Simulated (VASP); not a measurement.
A VASP calculation is set up with these files.

**INCAR**
```
SYSTEM = NiS
PREC = Accurate
ENCUT = 300
EDIFF = 1E-6
NELM = 100
ALGO = Normal
LREAL = .FALSE.
LASPH = .TRUE.
ISMEAR = 0
SIGMA = 0.05
LMAXMIX = 4
LWAVE = .FALSE.
LCHARG = .FALSE.
ISIF = 2
ISPIN = 2
MAGMOM = 2.0 2.0 0.0 0.0
LORBIT = 11
```

### KPOINTS
```
Automatic mesh
0
Gamma
8 8 4
0 0 0
```

File POSCAR:
```
NiS
1
    3.4395000000     0.0000000000     0.0000000000
   -1.7197500000     2.9786940000     0.0000000000
    0.0000000000     0.0000000000     5.3514000000
Ni S
2 2
Direct
  0.0000000000   0.0000000000   0.0000000000
  0.0000000000   0.0000000000   0.5000000000
  0.3333330000   0.6666670000   0.2500000000
  0.6666670000   0.3333330000   0.7500000000
```

POTCAR, in this order: Ni S (LDA.64 set). Program: vasp_std.

Task: Translate this LDA calculation to Ansatz.

Result: One equivalent input (not run):
Ansatz 0.2 input:
```yaml
crystal:
  lattice:
    - [3.4395000, 0.0000000, 0.0000000]
    - [-1.7197500, 2.9786940, 0.0000000]
    - [0.0000000, 0.0000000, 5.3514000]
  atoms:
    - { symbol: Ni, position: [0.0000000, 0.0000000, 0.0000000], spin: 2 }
    - { symbol: Ni, position: [0.0000000, 0.0000000, 0.5000000], spin: 2 }
    - { symbol: S, position: [0.3333330, 0.6666670, 0.2500000] }
    - { symbol: S, position: [0.6666670, 0.3333330, 0.7500000] }
kpoints:
  mp_grid: { grid: [8, 8, 4] }
hamiltonian:
  xc: lda
  pseudopotentials: { kind: paw }
magnetization: { spin_polarized: true }
scf:
  occupations: { method: gaussian, width: 0.05 }
  max_iter: 100
output: { forces: true, stress: true, eigenvalues: true }
```
The two are equivalent in intent, not identical: each code has its own PAW files, so the cut-off isn't converted (ENCUT is set for VASP's; basis.ecutwfc is left out, and Ansatz then takes the one that its files recommend); Ansatz stops its SCF on the density residual and VASP on the energy change (EDIFF); Ansatz's lda is the Perdew-Wang form, while the LDA potentials of VASP carry Perdew-Zunger's.

The structure comes from a measured NiS entry of the Crystallography Open Database, whose conditions weren't checked. The cell was not relaxed at this level.
